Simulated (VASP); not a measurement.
GaN:

```
Ga N
1.0
     0.00000    2.27410    2.27410
     2.27410    0.00000    2.27410
     2.27410    2.27410    0.00000
Ga N
1 1
Direct
  0.00000 0.00000 0.00000
  0.75000 0.75000 0.75000
```

The cell is a database's computed one.

Base run:

| Quantity | Value |
| --- | --- |
| Program | VASP 6.6.1 |
| Functional | TB-mBJ |
| Potentials or basis | VASP PAW PBE potentials, release 64 (Ga_d, N) |
| Cutoff | 520 eV |
| k mesh | 10 × 10 × 10 |
| Occupations | gaussian, width 0.03 eV |
| Spin | no spin polarisation |

Its results: band gap on the k mesh 2.70 eV, direct.

The run is repeated on the same cell with these changes: functional from TB-mBJ to PBE. What comes out?

Band gap on the k mesh 1.55 eV, direct.
